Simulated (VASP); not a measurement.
An input for Ansatz (written as the equivalent of a VASP run, and not itself run):

Ansatz 0.2 input:
```yaml
crystal:
  lattice:
    - [-2.4344210, 2.4344210, 4.7555999]
    - [2.4344210, -2.4344210, 4.7555999]
    - [2.4344210, 2.4344210, -4.7555999]
  atoms:
    - { symbol: Zn, position: [0.0000000, 0.0000000, 0.0000000] }
    - { symbol: Zn, position: [0.7500000, 0.2500000, 0.5000000] }
    - { symbol: Si, position: [0.5000000, 0.5000000, 0.0000000] }
    - { symbol: Si, position: [0.2500000, 0.7500000, 0.5000000] }
    - { symbol: P, position: [0.8750000, 0.8675587, 0.4925587] }
    - { symbol: P, position: [0.1324413, 0.6250000, 0.0074413] }
    - { symbol: P, position: [0.3750000, 0.3824413, 0.5074413] }
    - { symbol: P, position: [0.6175587, 0.1250000, 0.9925587] }
kpoints:
  mp_grid: { grid: [7, 7, 7] }
hamiltonian:
  xc: lda
  pseudopotentials: { kind: paw }
scf:
  occupations: { method: gaussian, width: 0.05 }
  max_iter: 100
relax:
  max_steps: 40
  f_tol: 0.02
  cell: { p_target: 45 }
output: { forces: true, stress: true, eigenvalues: true }
```

### Question
Translate this input to VASP (INCAR, KPOINTS, POSCAR, choice of POTCAR).

### Answer
This is not unique; one that fits is 
### INCAR
```
ALGO  =  Normal
EDIFF  =  1E-6
EDIFFG  =  -0.02
ENCUT  =  500
IBRION  =  2
ISIF  =  3
ISMEAR  =  0
LASPH  =  .TRUE.
LCHARG  =  .FALSE.
LMAXMIX  =  4
LREAL  =  .FALSE.
LWAVE  =  .FALSE.
NELM  =  100
NSW  =  40
PREC  =  Accurate
PSTRESS  =  450
SIGMA  =  0.05
SYSTEM  =  ZnSiP2
```

POSCAR:
```
ZnSiP2
1.0
 -2.4344210071   2.4344210071   4.7555998803
  2.4344210071  -2.4344210071   4.7555998803
  2.4344210071   2.4344210071  -4.7555998803
Zn Si P
2 2 4
Cartesian
  0.0000000000   0.0000000000   0.0000000000
  0.0000000000   2.4344210071   2.3777999402
  0.0000000000   0.0000000000   4.7555998803
  2.4344210071   0.0000000000   2.3777999402
  1.1809801867   1.2172105036   5.9444998504
  1.2172105036  -1.1809801867   3.5666999102
  1.2534408204   1.2172105035   1.1888999701
  1.2172105036   3.6154011938  -1.1888999701
```

**KPOINTS**
```
K-points
0
Gamma
7 7 7
0 0 0
```

POTCAR, in this order: Zn Si P (LDA.64 set). Program: vasp_std.

The two are equivalent in intent, not identical: each code has its own PAW files, so the cut-off isn't converted (ENCUT is set for VASP's; basis.ecutwfc is left out, and Ansatz then takes the one that its files recommend); Ansatz stops its SCF on the density residual and VASP on the energy change (EDIFF); Ansatz's lda is the Perdew-Wang form, while the LDA potentials of VASP carry Perdew-Zunger's.

The compound is ZnSiP2 in the chalcopyrite structure. It was relaxed first under an external pressure of 45 GPa.
